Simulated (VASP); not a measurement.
# C (Diamond): what moves the LDA gap besides the functional, part 2 of 2

How far does the LDA gap of C (Diamond) depend on cutoff, mesh and cell? The starting structure is a measured crystal structure from the Crystallography Open Database. Cell and atoms stay as given unless a step says otherwise.

VASP 6.6.1.

Results so far: reference 4.115 eV; cell and atoms relaxed by LDA 4.177 eV; no band path 4.135 eV.

## 5. Bands with a cutoff of 640 eV

Level of this step: LDA; plane waves and PAW (C) (VASP).

Against step 2 the input has ENCUT = 640.

Input file INCAR:

```
SYSTEM = C
PREC = Accurate
ENCUT = 640
EDIFF = 1E-06
NELM = 100
ISMEAR = 0
SIGMA = 0.03
LREAL = .FALSE.
ALGO = Normal
GGA = CA
NBANDS = 16
LORBIT = 11
LWAVE = .FALSE.
LCHARG = .FALSE.
KPAR = 4
LASPH = .TRUE.
```

Input file POSCAR:

```
C
1.0
    0.0000000000      1.7833700000      1.7833700000
    1.7833700000      0.0000000000      1.7833700000
    1.7833700000      1.7833700000      0.0000000000
C
2
Direct
    0.7500000000      0.7500000000      0.7500000000
    0.5000000000      0.5000000000      0.5000000000
```

Input file KPOINTS:

```
Automatic mesh
0
Gamma
10 10 10
0 0 0
```

Input file KPOINTS_OPT:

```
Line mode
10
Line-mode
Reciprocal
  0.00000000   0.00000000   0.00000000 GAMMA
  0.50000000   0.00000000   0.50000000 X

  0.50000000   0.00000000   0.50000000 X
  0.50000000   0.25000000   0.75000000 W

  0.50000000   0.25000000   0.75000000 W
  0.37500000   0.37500000   0.75000000 K

  0.37500000   0.37500000   0.75000000 K
  0.00000000   0.00000000   0.00000000 GAMMA

  0.00000000   0.00000000   0.00000000 GAMMA
  0.50000000   0.50000000   0.50000000 L

  0.50000000   0.50000000   0.50000000 L
  0.62500000   0.25000000   0.62500000 U

  0.62500000   0.25000000   0.62500000 U
  0.50000000   0.25000000   0.75000000 W

  0.50000000   0.25000000   0.75000000 W
  0.50000000   0.50000000   0.50000000 L

  0.50000000   0.50000000   0.50000000 L
  0.37500000   0.37500000   0.75000000 K

  0.62500000   0.25000000   0.62500000 U
  0.50000000   0.00000000   0.50000000 X
```

PAW data sets: C (LDA family, release 64).

Started as:

```
$ mpirun -np 4 vasp_std
```

What it wrote:

```text
[... set-up lines as in an earlier step ...]
 entering main loop
       N       E                     dE             d eps       ncg     rms          rms(c)
DAV:   1     0.643710268166E+01    0.64371E+01   -0.50658E+03  1520   0.572E+02
DAV:   2    -0.205943027042E+02   -0.27031E+02   -0.26078E+02  2016   0.128E+02
DAV:   3    -0.210443639960E+02   -0.45006E+00   -0.44964E+00  1744   0.126E+01
DAV:   4    -0.210447508227E+02   -0.38683E-03   -0.38682E-03  2000   0.464E-01
[...]
DAV:   9    -0.202447987627E+02    0.47539E-04   -0.58700E-05  1856   0.478E-02    0.223E-02
DAV:  10    -0.202448010256E+02   -0.22629E-05   -0.41676E-06  1912   0.130E-02    0.546E-03
DAV:  11    -0.202448008894E+02    0.13623E-06   -0.26245E-07  1096   0.296E-03
   1 F= -.20244801E+02 E0= -.20244801E+02  d E =-.616364E-63
 Start KPOINTS_OPT (optional k-point list driver)
k-point batch [1-47\100]
       N       E                     dE             ncg
DAV:   1     0.166726285568E+04   -0.14546E+05     1504
DAV:   2     0.490489020145E+03   -0.11768E+04     1984
DAV:   3     0.470300237314E+03   -0.20189E+02     1752
DAV:   4     0.470283167699E+03   -0.17070E-01     1936
DAV:   5     0.470283150366E+03   -0.17334E-04     1816
DAV:   6     0.470283150342E+03   -0.23747E-07     1560
[...]
k-point batch [95-100\100]
       N       E                     dE             ncg
DAV:   1     0.199608447482E+05   -0.30243E+04      192
DAV:   2     0.197968679307E+05   -0.16398E+03      240
DAV:   3     0.197942058371E+05   -0.26621E+01      272
DAV:   4     0.197942036840E+05   -0.21531E-02      224
DAV:   5     0.197942036822E+05   -0.18588E-05      280
DAV:   6     0.197942036822E+05   -0.20373E-08      176
```

Wall time 4.2 s (4 MPI ranks of Intel Xeon 6975P-C (Granite Rapids), shared host); peak memory 0.48 GiB; 14 s of CPU time.

OUTCAR, selected parts (step 5):

```text
  Total       -0.8887944     -0.8887944     -0.8887944     -0.0000000      0.0000000      0.0000000
  in kB     -125.5328845   -125.5328845   -125.5328845     -0.0000000      0.0000000      0.0000000
  external PRESSURE =    -125.5328845 kB  Pullay stress =       0.0000000 kB

 POSITION                                       TOTAL-FORCE (eV/Angst)
 -----------------------------------------------------------------------------------
      2.67505      2.67505      2.67505        -0.000000     -0.000000      0.000000
      1.78337      1.78337      1.78337         0.000000      0.000000     -0.000000
 -----------------------------------------------------------------------------------
    total drift:                                0.000000      0.000000      0.000000

  FREE ENERGIE OF THE ION-ELECTRON SYSTEM (eV)
  ---------------------------------------------------
  free  energy   TOTEN  =       -20.2448008894 eV

  energy  without entropy=      -20.2448008894  energy(sigma->0) =      -20.24480089

[... 1 part as in an earlier step ...]

[... 2 further parts left out ...]
[key lines of the parts left out:]
E-fermi :  10.0697
```

With a cutoff of 640 eV the gap is 4.115 eV, +0.000 eV from the reference.

## 6. Bands with a 14×14×14 mesh

Against step 2 the input has a 14×14×14 mesh.

Changes to INCAR since step 5:

```diff
@@ -2,3 +2,3 @@
 PREC = Accurate
-ENCUT = 640
+ENCUT = 460
 EDIFF = 1E-06
```

POSCAR is that of step 5.

Input file KPOINTS:

```
Automatic mesh
0
Gamma
14 14 14
0 0 0
```

KPOINTS_OPT is that of step 5.

Started as:

```
$ mpirun -np 4 vasp_std
```

What it wrote:

```text
[... set-up lines as in an earlier step ...]
 entering main loop
       N       E                     dE             d eps       ncg     rms          rms(c)
DAV:   1     0.780799284543E+00    0.78080E+00   -0.40647E+03  3536   0.433E+02
DAV:   2    -0.207629096195E+02   -0.21544E+02   -0.20835E+02  4472   0.107E+02
DAV:   3    -0.210390550100E+02   -0.27615E+00   -0.27606E+00  3704   0.929E+00
DAV:   4    -0.210392666685E+02   -0.21166E-03   -0.21166E-03  4456   0.332E-01
[...]
DAV:   9    -0.202380005902E+02    0.49411E-04   -0.56834E-05  4376   0.460E-02    0.234E-02
DAV:  10    -0.202380027364E+02   -0.21462E-05   -0.39748E-06  3832   0.124E-02    0.548E-03
DAV:  11    -0.202380025750E+02    0.16142E-06   -0.24708E-07  2312   0.284E-03
   1 F= -.20238003E+02 E0= -.20238003E+02  d E =-.164558E-69
 Start KPOINTS_OPT (optional k-point list driver)
k-point batch [1-100\100]
       N       E                     dE             ncg
DAV:   1     0.276027467257E+04   -0.33038E+05     3272
DAV:   2     0.632684342035E+03   -0.21276E+04     4272
DAV:   3     0.604423312193E+03   -0.28261E+02     3712
DAV:   4     0.604404612891E+03   -0.18699E-01     4336
DAV:   5     0.604404598417E+03   -0.14474E-04     3768
DAV:   6     0.604404598403E+03   -0.13991E-07     3472
```

It took 4 s on 4 MPI ranks; peak memory 0.47 GiB.

Parts of OUTCAR (step 6):

```text
  Total       -0.8403016     -0.8403016     -0.8403016      0.0000000     -0.0000000      0.0000000
  in kB     -118.6837842   -118.6837842   -118.6837842      0.0000000     -0.0000000      0.0000000
  external PRESSURE =    -118.6837842 kB  Pullay stress =       0.0000000 kB

  FREE ENERGIE OF THE ION-ELECTRON SYSTEM (eV)
  ---------------------------------------------------
  free  energy   TOTEN  =       -20.2380025750 eV

  energy  without entropy=      -20.2380025750  energy(sigma->0) =      -20.23800257

[... 2 parts as in an earlier step ...]

[... 2 further parts left out ...]
[key lines of the parts left out:]
E-fermi :  10.0906
```

With a 14×14×14 mesh the gap is 4.099 eV, -0.016 eV from the reference.

## 7. Comparison

```
                          run  gap (eV)  change (eV)  core minutes
                    reference     4.115            -         0.147
cell and atoms relaxed by LDA     4.177        0.062         0.187
                 no band path     4.135         0.02         0.107
           a cutoff of 640 eV     4.115          0.0          0.28
              a 14×14×14 mesh     4.099       -0.016         0.267
```

Core minutes are wall time times ranks of the run shown, on a shared host.

## 8. What came out

| Quantity | Value |
| --- | --- |
| reference gap | 4.115 eV |
| gap with cell and atoms relaxed by LDA | 4.177 eV |
| gap with no band path | 4.135 eV |
| gap with a cutoff of 640 eV | 4.115 eV |
| gap with a 14×14×14 mesh | 4.099 eV |

Among the runs that read a gap along the path, the one with cell and atoms relaxed by LDA moves it most, by +0.062 eV. On finer settings it changes by +0.000 eV with a cutoff of 640 eV and -0.016 eV with a 14×14×14 mesh. Read on the mesh alone, without a band path, the gap comes out +0.020 eV from the reference: such a gap is an upper bound, and here at least one band edge lies off the mesh points. The functional's own error isn't tested here. Further runs on this material are not shown.

[Lines on the potential files, build, host, timing and source positions are cut from VASP's logs without a mark.]

[Logs are printed without paths, hosts, clocks, repeated set-up lines and the standing remarks that a program may print on its own settings, such as how far it seeks lower states.]

[Hosts, paths, dates, database ids (printed as entryN), source tags and the programs' standing remarks are cut or masked in the printed files.]
